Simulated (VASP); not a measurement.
Output of a VASP run:

File OUTCAR:
```
 ion  position               nearest neighbor table
   1  0.000  0.000  0.000-   2 2.67   2 2.67   2 2.67   2 2.67
   2  0.250  0.250  0.250-   1 2.67   1 2.67   1 2.67   1 2.67
  LATTYP: Found a face centered cubic cell.
 ALAT       =     6.1767465084
 Subroutine PRICEL returns:
 Original cell was already a primitive cell.
 Subroutine GETGRP returns: Found 24 space group operations
The static configuration has the point symmetry T_d .
The dynamic configuration has the point symmetry T_d .
 Subroutine INISYM returns: Found 24 space group operations
 Subroutine IBZKPT returns following result:
 Found     47 irreducible k-points:

 Following reciprocal coordinates:
            Coordinates               Weight
  0.000000  0.000000  0.000000      1.000000
  0.100000  0.000000  0.000000      8.000000
  0.200000  0.000000  0.000000      8.000000
  0.300000  0.000000  0.000000      8.000000
  0.400000  0.000000  0.000000      8.000000
  0.500000  0.000000  0.000000      4.000000
  0.100000  0.100000  0.000000      6.000000
  0.200000  0.100000  0.000000     24.000000
  0.300000  0.100000  0.000000     24.000000
  0.400000  0.100000  0.000000     24.000000
  0.500000  0.100000  0.000000     24.000000
 -0.400000  0.100000  0.000000     24.000000
 -0.300000  0.100000  0.000000     24.000000
 -0.200000  0.100000  0.000000     24.000000
 -0.100000  0.100000  0.000000     12.000000
  0.200000  0.200000  0.000000      6.000000
  0.300000  0.200000  0.000000     24.000000
  0.400000  0.200000  0.000000     24.000000
  0.500000  0.200000  0.000000     24.000000
 -0.400000  0.200000  0.000000     24.000000
 -0.300000  0.200000  0.000000     24.000000
 -0.200000  0.200000  0.000000     12.000000
  0.300000  0.300000  0.000000      6.000000
  0.400000  0.300000  0.000000     24.000000
  0.500000  0.300000  0.000000     24.000000
 -0.400000  0.300000  0.000000     24.000000
 -0.300000  0.300000  0.000000     12.000000
  0.400000  0.400000  0.000000      6.000000
  0.500000  0.400000  0.000000     24.000000
 -0.400000  0.400000  0.000000     12.000000
  0.500000  0.500000  0.000000      3.000000
  0.300000  0.200000  0.100000     24.000000
  0.400000  0.200000  0.100000     48.000000
  0.500000  0.200000  0.100000     48.000000
 -0.400000  0.200000  0.100000     24.000000
  0.400000  0.300000  0.100000     24.000000
  0.500000  0.300000  0.100000     48.000000
 -0.400000  0.300000  0.100000     48.000000
 -0.300000  0.300000  0.100000     48.000000
 -0.200000  0.300000  0.100000     24.000000
   k-points           NKPTS =     47   k-points in BZ     NKDIM =     47   number of bands    NBANDS=     13
   number of dos      NEDOS =    301   number of ions     NIONS =      2
   total plane-waves  NPLWV =  32768
   dimension x,y,z NGX =    32 NGY =   32 NGZ =   32
   dimension x,y,z NGXF=    64 NGYF=   64 NGZF=   64
   ions per type =               1   1
   PREC   = accura    normal or accurate (medium, high low for compatibility)
   ISTART =      0    job   : 0-new  1-cont  2-samecut
   ICHARG =      2    charge: 1-file 2-atom 10-const
   ISPIN  =      1    spin polarized calculation?
   LNONCOLLINEAR =      F non collinear calculations
   LSORBIT =      F    spin-orbit coupling
   INIWAV =      1    electr: 0-lowe 1-rand  2-diag
   ENCUT  =  520.0 eV  38.22 Ry    6.18 a.u.   8.12  8.12  8.12*2*pi/ulx,y,z
   NELM   =    100;   NELMIN=  2; NELMDL= -5     # of ELM steps
   EDIFF  = 0.1E-06   stopping-criterion for ELM
   LREAL  =      F    real-space projection
   NLSPLINE    = F    spline interpolate recip. space projectors
   LMAXMIX     =    4 max onsite mixed and CHGCAR
   VOSKOWN=      0    Vosko Wilk Nusair interpolation
   EDIFFG = 0.1E-05   stopping-criterion for IOM
   NSW    =      0    number of steps for IOM
   NBLOCK =      1;   KBLOCK =      1    inner block; outer block
   IBRION =     -1    ionic relax: 0-MD 1-quasi-New 2-CG
...
```

**OSZICAR**
```
       N       E                     dE             d eps       ncg     rms          rms(c)
DAV:   1     0.831551130224E+02    0.83155E+02   -0.89572E+03  1222   0.168E+03
DAV:   2     0.323171074550E+01   -0.79923E+02   -0.77845E+02  1342   0.314E+02
DAV:   3    -0.257600566641E+01   -0.58077E+01   -0.57721E+01  1532   0.731E+01
DAV:   4    -0.268080954335E+01   -0.10480E+00   -0.10477E+00  1431   0.109E+01
DAV:   5    -0.268338474193E+01   -0.25752E-02   -0.25752E-02  1516   0.148E+00    0.284E+00
DAV:   6    -0.263341358121E+01    0.49971E-01   -0.68854E-02  1647   0.444E+00    0.169E+00
DAV:   7    -0.261517620884E+01    0.18237E-01   -0.49959E-02  1435   0.194E+00    0.295E-01
DAV:   8    -0.261535895574E+01   -0.18275E-03   -0.41345E-03  1542   0.910E-01    0.766E-02
DAV:   9    -0.261555657162E+01   -0.19762E-03   -0.42908E-04  1308   0.219E-01    0.281E-02
DAV:  10    -0.261556838278E+01   -0.11811E-04   -0.23134E-05  1470   0.385E-02    0.887E-03
DAV:  11    -0.261557604894E+01   -0.76662E-05   -0.86704E-06  1242   0.288E-02    0.463E-03
DAV:  12    -0.261557625868E+01   -0.20974E-06   -0.32936E-07  1522   0.568E-03    0.534E-04
DAV:  13    -0.261557619923E+01    0.59446E-07   -0.38603E-08   866   0.246E-03
   1 F= -.26155762E+01 E0= -.26156197E+01  d E =0.130639E-03
```

OUTCAR:
```
------------------------ aborting loop because EDIFF is reached ----------------------------------------
  FORCE on cell =-STRESS in cart. coord.  units (eV):
  Direction    XX          YY          ZZ          XY          YZ          ZX
  --------------------------------------------------------------------------------------
  Total       -0.0114380     -0.0114380     -0.0114380      0.0000000      0.0000000      0.0000000
  in kB       -0.3110574     -0.3110574     -0.3110574      0.0000000      0.0000000      0.0000000
  external PRESSURE =      -0.3110574 kB  Pullay stress =       0.0000000 kB
  volume of cell :       58.91
      direct lattice vectors                 reciprocal lattice vectors
     0.000000000  3.088373254  3.088373254    -0.161897529  0.161897529  0.161897529
     3.088373254  0.000000000  3.088373254     0.161897529 -0.161897529  0.161897529
     3.088373254  3.088373254  0.000000000     0.161897529  0.161897529 -0.161897529
  FREE ENERGIE OF THE ION-ELECTRON SYSTEM (eV)
  ---------------------------------------------------
  free  energy   TOTEN  =        -2.6155761992 eV

  energy  without entropy=       -2.6157068384  energy(sigma->0) =       -2.61561975
```
(Selected blocks of OUTCAR.)

POSCAR:
```
GaSb
1
    0.0000000000     3.0883732542     3.0883732542
    3.0883732542     0.0000000000     3.0883732542
    3.0883732542     3.0883732542     0.0000000000
Ga Sb
1 1
Direct
  0.0000000000   0.0000000000   0.0000000000
  0.2500000000   0.2500000000   0.2500000000
```

### Question
Reconstruct the remaining input files.

### Answer
This is not unique; one that fits is the input of the run itself, rev-vdW-DF2, plane waves, VASP's PBE PAW potentials (set 64).

KPOINTS:
```
Automatic mesh
0
Gamma
  10 10 10
0 0 0
```

INCAR:
```
SYSTEM = GaSb
PREC = Accurate
ENCUT = 520
EDIFF = 1E-7
NELM = 100
ALGO = Normal
LREAL = .FALSE.
LASPH = .TRUE.
ISMEAR = 1
SIGMA = 0.1
GGA = MK
PARAM1 = 0.1234568
PARAM2 = 0.7114
ZAB_VDW = -1.8867
LUSE_VDW = .TRUE.
AGGAC = 0.0
LMAXMIX = 4
LWAVE = .FALSE.
LCHARG = .FALSE.
ISIF = 2
```

POTCAR, in this order: Ga_d Sb (PBE.64 set). Program: vasp_std.

The compound is GaSb in the zinc blende structure. It was relaxed first.
